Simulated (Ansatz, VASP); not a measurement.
**Cross-check of Co (Cobalt) between VASP and Ansatz**

One calculation is typed for both programs; each brings its own data sets. How far apart do they land? The cell is taken from a series of runs on this material, whose earlier steps may have relaxed, scaled, displaced or heated it; both programs get it as it stands.

Program: Ansatz 0.2.0. Level of theory: plane waves, with VASP 6.6.1 beside it; zone-centre phonons at PBE. Results are calculated unless marked as measured.

## (1) The structure

It takes space group P6_3/mmc (No. 194, hexagonal). The conventional cell has a = 2.495 Å, b = 2.495 Å, c = 4.035 Å, α = 90.00°, β = 90.00°, γ = 120.00°. Nearest to Co lie 12 Co at 2.48 to 2.49 Å.

## (2) Ansatz: zone-centre phonons, PBE

Ansatz runs on its default PAW (the set named soft_2) files.

Second derivatives magnify differences that forces hide, and they need a tight electronic threshold.

input.yaml

```yaml
crystal:
  lattice:
    - [2.4945666513, 0.0, 0.0]
    - [-1.2472833256, 2.1603580915, 0.0]
    - [0.0, 0.0, 4.0354725021]
  atoms:
    - { symbol: Co, position: [0.3333333333, 0.6666666667, 0.25], spin: 1.88 }
    - { symbol: Co, position: [0.6666666667, 0.3333333333, 0.75], spin: 1.88 }
kpoints:
  mp_grid: { grid: [8, 8, 4] }
hamiltonian:
  xc: pbe
scf:
  occupations: { method: gaussian, width: 0.15 }
output:
  eigenvalues: true
  populations: true
magnetization:
  spin_polarized: true
phonons:
  method: dfpt
  qmesh: [2, 2, 2]
  temperatures: { t_max: 1000, t_step: 50 }
  qpath:
    path:
      - [[0.0, 0.0, 0.0], [0.5, 0.0, 0.0], [0.33333333, 0.33333333, 0.0], [0.0, 0.0, 0.0], [0.0, 0.0, 0.5], [0.5, 0.0, 0.5], [0.33333333, 0.33333333, 0.5], [0.0, 0.0, 0.5]]
      - [[0.5, 0.0, 0.5], [0.5, 0.0, 0.0]]
      - [[0.33333333, 0.33333333, 0.5], [0.33333333, 0.33333333, 0.0]]
    npoints: 10
```

Started as:

```bash
> ansatz run input.yaml --threads 4 --pin off --max-ram 10240MiB --backend cpu --events-out ev --progress --plain --runs-dir out
```

Numbers of over 12 decimals in the logs are rounded to 6 here.

Log:

```text
Engine: ansatz 0.2.0, aarch64-unknown-linux-gnu
Pseudopotentials: kind: paw
Pseudopotential: Co, paw, valence charge 17, recommended cutoff 420 eV (normal), Co.paw.azcp
Functional definition: PBE
  parameter kappa = 0.804
  parameter beta = 0.066725
  exchange = pbe_x(kappa = kappa, mu = beta*pi^2/3)
  correlation = pbe_c(beta = beta)
Crystal: 2 atoms, lattice volume = 21.748 Å³
Basis set: ecut = 420 eV, 403 PW (Γ), exchange–correlation on 36×36×60 points (8 copies of the dense FFT grid, shifted against one another)
Bands: 23, of which v1, the nominal top of the filled ones, is band 17 counted from 1 (16 counted from 0)
Symmetry: 24 space group operations
Space group: P63/mmc (ITA 194), of the structure as read, at distance tolerance 2.8e-5 Å
Magnetic group: BNS 194.263 (UNI 1493), of the structure as read, at distance tolerance 2.8e-5 Å
k-points: 30 of 256
Non-local potential: Co, projectors of the file, l = 0: 3, l = 1: 2, l = 2: 3, l = 3: 1
PAW form: soft (Blöchl's): semilocal exchange-correlation on the pseudo side does not see the compensation charge
PAW one-centre angular grid: Co, 590 points (default); XC on 64 Gauss nodes
Initial density: superposition of atomic densities (chi_scale 0.1, normalization cell)
Starting moments: Σ|m| = 3.76 μB on 2 of 2 sites
Initial wavefunctions: pseudopotential atomic-orbital guess
Functional: x = pbe(κ = 0.804, μ = 0.219515), c = pbe(β = 0.066725)
SCF 1 converged in 11 iterations: F = -10252.321607 eV  dr2 = 4.59e-9
  greatest PAW one-centre occupation: 1.001 electrons in one spin orbital (limit 2), on the Co atom at site 1 (counted from 0), in its partial waves of l = 1
a single point of the input's cell can leave the moments in the input for a lower state (scf.lower_state_search): this run first made a single point of its cell. This run's own SCFs start from the density of the state that the single point found, with the moments in the input. The single point stayed on the moments in the input.
Initial density: read from a saved state, or passed on in memory by an earlier SCF of this step, an earlier step, the calling program or the single point that the run made first
Stability of the state it starts from, as read at its close in the collinear treatment: not read negative (Ritz values of 1 − χ₀K, real part plus size of imaginary part, from 0.76 to 0.85, by its mixing steps under the symmetry group of the SCF that read it); its run was given moments
Starting moments: Σ|m| = 3.76 μB on 2 of 2 sites; this step starts from the density that it was given
iter 1 solved again at ethr=4.62e-9 eV; its pass at ethr=3.10e-3 eV (dr2=1.57e-6 eV) is discarded
SCF iter   1: F=—  HF=-10252.321607 eV  |F-HF|=—  |Δ(HF+E_count)|=         —  Δρ=1.28e-6 (↑2.80e-7 ↓1.28e-6)  dr2=1.45e-10  dr2_m=1.16e-10  M=3.202 μB ∫|m|=3.538 μB  β_m=0.65  ethr=4.62e-9  ⟨swp⟩=3.8  Hψ=9670  notcnv=0
preconditioner: auto → none  [metal: Δε(μ)=0.090 eV  Ē_g=9.482 eV  σ=0.150 eV  W_gap=0.31  n_scr=2 (ndim 8)  ℏωp=33.8 eV  f_vac=0.000  D(μ)=1.50/eV (n_scr^D=22)]
SCF iter   2: F=—  HF=-10252.321607 eV  |F-HF|=—  |Δ(HF+E_count)|=   1.15e-9  Δρ=7.59e-7 (↑4.02e-7 ↓7.59e-7)  dr2=4.13e-11  dr2_m=5.94e-11  M=3.202 μB ∫|m|=3.538 μB  β_m=0.65  ethr=1.00e-12  ⟨swp⟩=2.8  Hψ=2734  notcnv=0
SCF iter   3: F=—  HF=-10252.321607 eV  |F-HF|=—  |Δ(HF+E_count)|=  9.97e-10  Δρ=4.62e-7 (↑1.90e-7 ↓4.62e-7)  dr2=5.04e-11  dr2_m=4.87e-12  M=3.202 μB ∫|m|=3.538 μB  β_m=0.64  ethr=1.00e-12  ⟨swp⟩=2.2  Hψ=1862  notcnv=0
SCF iter   4: F=—  HF=-10252.321607 eV  |F-HF|=—  |Δ(HF+E_count)|=  2.91e-11  Δρ=2.61e-7 (↑2.31e-7 ↓2.61e-7)  dr2=2.18e-11  dr2_m=2.39e-12  M=3.202 μB ∫|m|=3.538 μB  β_m=0.63  ethr=1.00e-12  ⟨swp⟩=2.0  Hψ=1905  notcnv=0
SCF iter   5: F=—  HF=-10252.321607 eV  |F-HF|=—  |Δ(HF+E_count)|=  1.64e-11  Δρ=8.56e-8 (↑5.79e-8 ↓8.56e-8)  dr2=9.53e-13  dr2_m=4.17e-13  M=3.202 μB ∫|m|=3.538 μB  β_m=0.68  ethr=1.00e-12  ⟨swp⟩=1.0  Hψ=1380  notcnv=0
SCF iter   6: F=-10252.321607 eV  HF=-10252.321607 eV  |F-HF|=1.82e-12  |Δ(HF+E_count)|=    0.00e0  Δρ=4.83e-8 (↑4.04e-8 ↓4.83e-8)  dr2=1.07e-12  dr2_m=4.15e-14  M=3.202 μB ∫|m|=3.538 μB  ethr=1.00e-12  ⟨swp⟩=3.5  Hψ=5182  notcnv=0
SCF 2 converged in 6 iterations: F = -10252.321607 eV  dr2 = 1.07e-12
NSCF: frozen V_eff on 30 k-points
WARN: eigensolver did not converge (σ=↓ k=0): 1 band(s) unlocked after 20 sweeps at ethr=1.00e-12 eV (storage-precision floor; scheduled 1.00e-12 eV) (lowest unlocked band 22, counted from 0; max residual 4.84e-5 eV among the unlocked bands, 4.84e-5 eV over every band; other slots of this pass that fall short are told together in one closing line; warning suppressed until the next SCF loop or pass starts)
NSCF: frozen V_eff on 63 k-points
DFPT response loops at q = (0, 0, 0) (fractional): preconditioner auto → Kerker (q_TF=auto, 2.939 Å⁻¹) (partly filled bands, converged f_vac=0.000); β = 1.00, the filter's whole step (`scf.mixing.beta` (0.30) is not read by the response loops under this deck's `scf.mixing.preconditioner`; to damp them name `kerker` or `kerker_dos`, under which they read `scf.mixing.beta`, and type it under 1.00, their step now; both keys bind the ground state too); Broyden in place of MSR1
NSCF: frozen V_eff on 126 k-points
DFPT response loops at q = (0, 0, -0.5) (fractional): mixed as the last ones told, above
NSCF: frozen V_eff on 126 k-points
DFPT response loops at q = (0, -0.5, 0) (fractional): mixed as the last ones told, above
NSCF: frozen V_eff on 126 k-points
DFPT response loops at q = (0, -0.5, -0.5) (fractional): mixed as the last ones told, above
SCF converged after 6 iterations
Magnetization: 3.2020 μB (18.6010 up, 15.3990 down)
Absolute magnetization: 3.5396 μB (∫|ρ↑−ρ↓|, with the PAW one-centre terms)
Spin contamination: 0.0554 ħ² per cell (⟨S²⟩ above its minimum at these occupations)
Per-site moments (μB) at R_I (Å): [(1.678380, 1.022596), (1.678380, 1.022596)]
Free energy (F): -10252.321607 eV
Harris-Foulkes:  -10252.321607 eV  (|F-HF|=1.82e-12)
Internal energy: -10252.304681 eV  (E = F + TS)
E sigma→0 (E₀):  -10252.313144 eV
Entropy (-TS):   -0.016926 eV (-8.463 meV/atom)
Fermi energy:    18.670616 eV
--- Per-component energies (eV) ---
  E_band       = -489.117023
  E_kinetic    = 907.217026
  E_local      = -5671.799218  (includes V_loc(G=0)·N_el)
  E_nonlocal   = 908.386727
  E_hartree    = 2377.287740
  E_xc         = -317.964955
  E_vxc        = -410.311642  (∫ρ·V_xc dr)
  E_paw        = -3030.390165  (= ΣΔE_a)
  E_vpaw       = -977.185661  (= ΣTr[D̂ρ^β])
  E_aug_tail   = 0.000166  (compensation charges beyond the density's cutoff)
  E_ewald      = -5425.042001
  E_smearing   = -0.016926  (= −TS)
  E_closure    = -0.000000  (closes the sum)
  Σ components = -10252.321607   (vs F -10252.321607, Δ=0.00e0)
--- Band table (eV; the first three rows and the last of 60) ---
  k-point 0 ↑: bands = [... 13 lower, 16.3733, 16.3733, 16.7282, 16.7282, 17.8373, 17.8373, 18.4679, 24.9222, ... 2 higher]
  k-point 1 ↑: bands = [... 13 lower, 16.2222, 16.2222, 16.7521, 17.0467, 17.0467, 17.7887, 17.7887, 27.9505, ... 2 higher]
  k-point 2 ↑: bands = [... 13 lower, 15.9914, 15.9914, 15.9914, 17.5232, 17.5232, 17.5232, 17.5232, 33.4945, ... 2 higher]
  k-point 29 ↓: bands = [... 13 lower, 16.9194, 18.5361, 18.5361, 19.7847, 19.7847, 23.9203, 23.9203, 26.9701, ... 2 higher]
--- Phonons (Γ-DFPT): 2 representative perturbations + reference (Σ response iterations 6) ---
  ASR residual: 4.541e-5 → 0.000e0 eV/Å²; symmetrization residual: 1.296e-9 eV/Å²
  ASR residual per site (eV/Å²): 4.54e-5 4.54e-5
  Γ frequencies (cm⁻¹): 0.00 0.00 0.00 160.32 160.32 237.83
--- Phonons (arbitrary-q DFPT): 4 irreducible q on the 2×2×2 mesh ---
  q = [0.0000, 0.0000, 0.0000] (star 1, of the zone-centre solve; hermiticity 2.11e-10, symmetrization 1.06e-10): -0.00 -0.00 0.00 160.32 160.32 237.83
  q = [0.0000, 0.0000, -0.5000] (star 1, 2 solved perturbations in 93 linear systems a pass and spin channel, the states on 63 of 256 k-point pairs; hermiticity 1.32e-8, symmetrization 6.60e-9): 108.97 108.97 108.97 108.97 229.79 229.79
  q = [0.0000, -0.5000, 0.0000] (star 3, 3 solved perturbations on 63 of 256 k-point pairs; hermiticity 2.07e-8, symmetrization 7.10e-10): 137.04 170.77 199.67 241.03 262.18 281.14
  q = [0.0000, -0.5000, -0.5000] (star 3, 3 solved perturbations on 63 of 256 k-point pairs; hermiticity 2.08e-8, symmetrization 6.77e-10): 176.85 176.85 186.71 186.71 286.32 286.32
  sum rule: each row above includes the acoustic sum rule's correction from the zone centre's row sums; it moved no ω² by more than (0.46 cm⁻¹)²
  mesh force constants: q→R imaginary residual 1.19e-17; ASR residual 4.541e-5 → 0.000e0 eV/Å²; symmetrization residual 5.773e-15 eV/Å²
  interpolated dispersion: 93 rows × 6 modes
  density of states and harmonic sums: on the 28×28×16 q-mesh, interpolated from the force constants of a 2×2×2 supercell (no non-analytic term)
  largest difference from the sums on the solved wave vectors: F 5.61e-2 eV, S 8.84e-5 and C_V 3.23e-5 eV/K
  zero-point energy: 0.074089 eV/cell   skipped modes (ω ≤ 0): 3   left out of the sums: 3.99e-5 of the cell's modes: C_V's classical limit lies that fraction below 3 k_B per atom; for a crystal, a wire or a layer, F and S can be off by more, and a phonons.interpolated_qmesh denser along its periods is the remedy for the sampling
--- Löwdin populations: 2 sites ---
  site symbol       q [e]    m [muB]
     0     Co     16.7815     1.6648
     1     Co     16.7815     1.6648
  spilling = 0.012850 (of n_electrons = 34.000000)
```

The column dr2 measures how far the density is from self-consistency, as an energy; F and HF (Harris–Foulkes) agree once it is small.

(Part 1 of 2 ends here.)

[Lines on the potential files, build, host, timing and source positions are cut from VASP's logs without a mark.]

[Logs are printed without paths, hosts, clocks, repeated set-up lines and the standing remarks that a program may print on its own settings, such as how far it seeks lower states.]

[Hosts, paths, dates, database ids (printed as entryN), source tags and the programs' standing remarks are cut or masked in the printed files.]
